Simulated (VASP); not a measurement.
Consider the following.

```yaml
crystal:
  lattice:
    - [3.98734, 0.00000, 0.00000]
    - [-1.99367, 3.45314, 0.00000]
    - [0.00000, 0.00000, 6.57249]
  atoms:
    - { symbol: Ga, position: [0.33333, 0.66667, 0.99989] }
    - { symbol: Ga, position: [0.66667, 0.33333, 0.49989] }
    - { symbol: As, position: [0.33333, 0.66667, 0.37411] }
    - { symbol: As, position: [0.66667, 0.33333, 0.87411] }
```

Calculation: PBEsol GGA, VASP's PBE PAW potentials (set 64) (plane waves; VASP 6.6.1). Run with 400 eV cut-off, 7×7×4 Γ-centred mesh, tetrahedra with Blöchl corrections, potentials Ga_d As.

The cores are frozen, which limits the accuracy of field gradients.

Task: Give the principal components of the electric field gradient (V/Å²) and the asymmetry η at each nucleus.

Result: 
```
atom   Vxx   Vyy   Vzz     η
----  ----  ----  ----  ----
Ga1   -2.1  -2.1   4.1  0.00
Ga2   -2.1  -2.1   4.1  0.00
As3   -5.8  -5.8  11.5  0.00
As4   -5.8  -5.8  11.5  0.00
```

The structure comes from a computed database's GaAs entry (P6_3mc); how it stands against other phases isn't given here. It was relaxed first.
